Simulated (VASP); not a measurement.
These are SCAN meta-GGA, VASP's PBE PAW potentials (set 64) (plane waves; VASP 6.6.1) values and carry that method's errors.

Input for VASP

### POSCAR
```
GaN
1
    1.6077681835    -2.7847361423     0.0000000000
    1.6077681835     2.7847361423     0.0000000000
    0.0000000000     0.0000000000     5.2406322717
Ga N
2 2
Direct
  0.6666670000   0.3333330000   0.5001192119
  0.3333330000   0.6666670000   0.0001192119
  0.6666670000   0.3333330000   0.8768807881
  0.3333330000   0.6666670000   0.3768807881
```

File KPOINTS:
```
Regular mesh
0
gamma
 10 10 5
0 0 0
```

### INCAR
```
ALGO  =  Normal
EDIFF  =  1E-7
EDIFFG  =  -0.01
ENCUT  =  520
IBRION  =  2
ISIF  =  4
ISMEAR  =  0
LASPH  =  T
LCHARG  =  F
LMAXMIX  =  4
LMIXTAU  =  T
LREAL  =  F
LWAVE  =  F
METAGGA  =  SCAN
NELM  =  100
NSW  =  30
PREC  =  Accurate
SIGMA  =  0.05
SYSTEM  =  GaN
```

POTCAR, in this order: Ga_d N (PBE.64 set). Program: vasp_std.

Output of the run:

File OSZICAR:
```
       N       E                     dE             d eps       ncg     rms          rms(c)
DAV:   1     0.252917587216E+03    0.25292E+03   -0.18936E+04  1894   0.310E+03
DAV:   2    -0.261653519565E+02   -0.27908E+03   -0.27070E+03  2060   0.547E+02
DAV:   3    -0.621736336376E+02   -0.36008E+02   -0.35652E+02  2160   0.159E+02
DAV:   4    -0.635942018189E+02   -0.14206E+01   -0.14167E+01  2580   0.340E+01
DAV:   5    -0.636161640661E+02   -0.21962E-01   -0.21952E-01  2108   0.390E+00    0.998E+00
DAV:   6    -0.535426224584E+02    0.10074E+02   -0.14255E+01  3354   0.645E+01    0.299E+00
DAV:   7    -0.531490687798E+02    0.39355E+00   -0.18274E+00  2124   0.146E+01    0.242E+00
DAV:   8    -0.550683259493E+02   -0.19193E+01   -0.12900E+00  2440   0.927E+00    0.159E+00
DAV:   9    -0.534942551583E+02    0.15741E+01   -0.62417E-01  1956   0.650E+00    0.586E-01
DAV:  10    -0.537309374124E+02   -0.23668E+00   -0.19228E-01  2040   0.501E+00    0.437E-01
DAV:  11    -0.537580810313E+02   -0.27144E-01   -0.84374E-02  1848   0.338E+00    0.137E-01
DAV:  12    -0.537591842121E+02   -0.11032E-02   -0.32824E-02  1892   0.241E+00    0.775E-02
DAV:  13    -0.537574033030E+02    0.17809E-02   -0.51515E-03  2354   0.837E-01    0.100E-01
DAV:  14    -0.537708438676E+02   -0.13441E-01   -0.76759E-03  1848   0.113E+00    0.282E-02
DAV:  15    -0.537703733035E+02    0.47056E-03   -0.62072E-04  2006   0.318E-01    0.117E-02
DAV:  16    -0.537703686522E+02    0.46513E-05   -0.56389E-05  2280   0.724E-02    0.961E-03
DAV:  17    -0.537703599238E+02    0.87283E-05   -0.16897E-06  2722   0.127E-02    0.925E-03
DAV:  18    -0.537705035422E+02   -0.14362E-03   -0.26416E-05  1896   0.594E-02    0.242E-02
DAV:  19    -0.537704397692E+02    0.63773E-04   -0.88644E-06  2162   0.362E-02    0.293E-02
DAV:  20    -0.537704381510E+02    0.16182E-05   -0.36996E-06  1948   0.237E-02    0.247E-02
DAV:  21    -0.537704450151E+02   -0.68641E-05   -0.25664E-06  2222   0.149E-02    0.204E-02
DAV:  22    -0.537704483886E+02   -0.33736E-05   -0.28226E-07  1540   0.110E-02    0.186E-02
DAV:  23    -0.537704519005E+02   -0.35119E-05   -0.74589E-07  2356   0.915E-03    0.143E-02
DAV:  24    -0.537704506841E+02    0.12165E-05   -0.11745E-06  2262   0.913E-03    0.826E-03
DAV:  25    -0.537704501537E+02    0.53038E-06   -0.70903E-07  2040   0.939E-03    0.400E-03
DAV:  26    -0.537704507540E+02   -0.60037E-06   -0.10100E-07  1362   0.355E-03    0.237E-03
DAV:  27    -0.537704527546E+02   -0.20006E-05   -0.40350E-08   984   0.245E-03    0.141E-03
DAV:  28    -0.537704532968E+02   -0.54214E-06   -0.39884E-08   954   0.258E-03    0.316E-04
DAV:  29    -0.537704537473E+02   -0.45053E-06   -0.17320E-08   960   0.157E-03    0.719E-05
DAV:  30    -0.537704537727E+02   -0.25404E-07   -0.55664E-09   948   0.985E-04
   1 F= -.53770454E+02 E0= -.53770454E+02  d E =-.537705E+02
       N       E                     dE             d eps       ncg     rms          rms(c)
DAV:   1    -0.537706504891E+02   -0.19674E-03   -0.12769E-01  1848   0.280E+00    0.913E-02
DAV:   2    -0.537709009290E+02   -0.25044E-03   -0.46284E-03  2184   0.683E-01    0.510E-02
DAV:   3    -0.537709949040E+02   -0.93975E-04   -0.38307E-04  2478   0.195E-01    0.228E-02
DAV:   4    -0.537709129909E+02    0.81913E-04   -0.14850E-04  1866   0.131E-01    0.570E-03
DAV:   5    -0.537709818489E+02   -0.68858E-04   -0.56468E-05  1860   0.825E-02    0.333E-03
DAV:   6    -0.537709584937E+02    0.23355E-04   -0.12033E-05  1920   0.403E-02    0.166E-03
DAV:   7    -0.537709697349E+02   -0.11241E-04   -0.50941E-06  1884   0.265E-02    0.301E-04
DAV:   8    -0.537709695852E+02    0.14977E-06   -0.50683E-07  2228   0.798E-03    0.537E-04
DAV:   9    -0.537709702765E+02   -0.69133E-06   -0.74966E-08  1272   0.311E-03    0.257E-04
DAV:  10    -0.537709702372E+02    0.39294E-07   -0.12746E-08   990   0.139E-03
   2 F= -.53770970E+02 E0= -.53770970E+02  d E =-.516465E-03
       N       E                     dE             d eps       ncg     rms          rms(c)
DAV:   1    -0.537709801021E+02   -0.98256E-05   -0.12191E-02  1848   0.866E-01    0.282E-02
DAV:   2    -0.537709946260E+02   -0.14524E-04   -0.43869E-04  2184   0.211E-01    0.157E-02
DAV:   3    -0.537710244322E+02   -0.29806E-04   -0.36572E-05  2466   0.604E-02    0.703E-03
DAV:   4    -0.537709984295E+02    0.26003E-04   -0.14607E-05  1866   0.409E-02    0.173E-03
DAV:   5    -0.537710174967E+02   -0.19067E-04   -0.55914E-06  1848   0.259E-02    0.102E-03
DAV:   6    -0.537710105753E+02    0.69214E-05   -0.10719E-06  1932   0.120E-02    0.503E-04
DAV:   7    -0.537710138965E+02   -0.33212E-05   -0.44722E-07  1562   0.791E-03    0.992E-05
DAV:   8    -0.537710137590E+02    0.13756E-06   -0.47946E-08  1410   0.252E-03    0.155E-04
DAV:   9    -0.537710139028E+02   -0.14386E-06   -0.71110E-09   966   0.100E-03    0.722E-05
DAV:  10    -0.537710138373E+02    0.65502E-07   -0.17064E-09   960   0.553E-04
   3 F= -.53771014E+02 E0= -.53771014E+02  d E =-.560065E-03
       N       E                     dE             d eps       ncg     rms          rms(c)
DAV:   1    -0.537718781719E+02   -0.86427E-03   -0.24185E-02  2098   0.136E+00    0.176E-01
DAV:   2    -0.537713575172E+02    0.52065E-03   -0.13638E-03  2166   0.592E-01    0.107E-01
DAV:   3    -0.537709699536E+02    0.38756E-03   -0.61923E-04  2446   0.423E-01    0.956E-03
DAV:   4    -0.537710622185E+02   -0.92265E-04   -0.20594E-04  1890   0.181E-01    0.655E-03
DAV:   5    -0.537710111897E+02    0.51029E-04   -0.48233E-05  1970   0.920E-02    0.320E-03
DAV:   6    -0.537710465638E+02   -0.35374E-04   -0.19052E-05  1848   0.565E-02    0.101E-03
DAV:   7    -0.537710322253E+02    0.14339E-04   -0.23443E-06  1980   0.181E-02    0.967E-04
DAV:   8    -0.537710350823E+02   -0.28570E-05   -0.17349E-07  1606   0.488E-03    0.648E-04
DAV:   9    -0.537710358651E+02   -0.78279E-06   -0.11556E-07  1222   0.442E-03    0.148E-04
DAV:  10    -0.537710375102E+02   -0.16451E-05   -0.57833E-08   996   0.349E-03    0.101E-04
DAV:  11    -0.537710373151E+02    0.19517E-06   -0.11102E-08   942   0.152E-03    0.764E-05
DAV:  12    -0.537710372361E+02    0.78981E-07   -0.30036E-09   942   0.805E-04
   4 F= -.53771037E+02 E0= -.53771037E+02  d E =-.233988E-04
       N       E                     dE             d eps       ncg     rms          rms(c)
DAV:   1    -0.537712326890E+02   -0.19537E-03   -0.49003E-03  2096   0.613E-01    0.790E-02
DAV:   2    -0.537711214205E+02    0.11127E-03   -0.27682E-04  2166   0.267E-01    0.480E-02
DAV:   3    -0.537710884457E+02    0.32975E-04   -0.12600E-04  2398   0.191E-01    0.433E-03
DAV:   4    -0.537710594584E+02    0.28987E-04   -0.42882E-05  1890   0.828E-02    0.296E-03
DAV:   5    -0.537710830246E+02   -0.23566E-04   -0.94068E-06  1988   0.406E-02    0.145E-03
DAV:   6    -0.537710660378E+02    0.16987E-04   -0.37530E-06  1860   0.250E-02    0.439E-04
DAV:   7    -0.537710729451E+02   -0.69073E-05   -0.49487E-07  1922   0.836E-03    0.423E-04
DAV:   8    -0.537710714976E+02    0.14475E-05   -0.37680E-08  1314   0.228E-03    0.284E-04
DAV:   9    -0.537710712855E+02    0.21207E-06   -0.20329E-08   990   0.185E-03    0.722E-05
DAV:  10    -0.537710704778E+02    0.80774E-06   -0.12229E-08   960   0.161E-03    0.462E-05
DAV:  11    -0.537710705560E+02   -0.78268E-07   -0.24733E-09   948   0.721E-04
   5 F= -.53771071E+02 E0= -.53771071E+02  d E =-.567187E-04
```

OUTCAR:
```
------------------------ aborting loop because EDIFF is reached ----------------------------------------
  FORCE on cell =-STRESS in cart. coord.  units (eV):
  Direction    XX          YY          ZZ          XY          YZ          ZX
  --------------------------------------------------------------------------------------
  Total       -1.5496695     -1.5496694     -1.5682692      0.0000000     -0.0000000     -0.0000000
  in kB      -52.9088712    -52.9088699    -53.5439041      0.0000000     -0.0000000     -0.0000000
  external PRESSURE =     -53.1205484 kB  Pullay stress =       0.0000000 kB
  volume of cell :       46.93
      direct lattice vectors                 reciprocal lattice vectors
     1.609116425 -2.787071368 -0.000000000     0.310729536 -0.179399783  0.000000000
     1.609116425  2.787071368  0.000000000     0.310729536  0.179399783  0.000000000
     0.000000000  0.000000000  5.231853934    -0.000000000 -0.000000000  0.191136835
  FREE ENERGIE OF THE ION-ELECTRON SYSTEM (eV)
  ---------------------------------------------------
  free  energy   TOTEN  =       -53.7710705560 eV

  energy  without entropy=      -53.7710705560  energy(sigma->0) =      -53.77107056

 reached required accuracy - stopping structural energy minimisation
```
(Selected blocks of OUTCAR.)

**CONTCAR**
```
GaN
   1.00000000000000
     1.6091164253331611   -2.7870713684251958   -0.0000000000000000
     1.6091164253331611    2.7870713684251958    0.0000000000000000
     0.0000000000000000    0.0000000000000000    5.2318539338348176
  Ga              N
     2     2
Direct
     0.6666669999999968    0.3333330000000032    0.4993659203029042
     0.3333330000000032    0.6666669999999968    0.9993659203029041
     0.6666669999999968    0.3333330000000032    0.8776340796970984
     0.3333330000000032    0.6666669999999968    0.3776340796970983
```

The compound is GaN in the wurtzite structure. This cell is one point of a volume scan, at 1.03 of the reference volume. Symmetry was kept, so distortions that lower it aren't found.
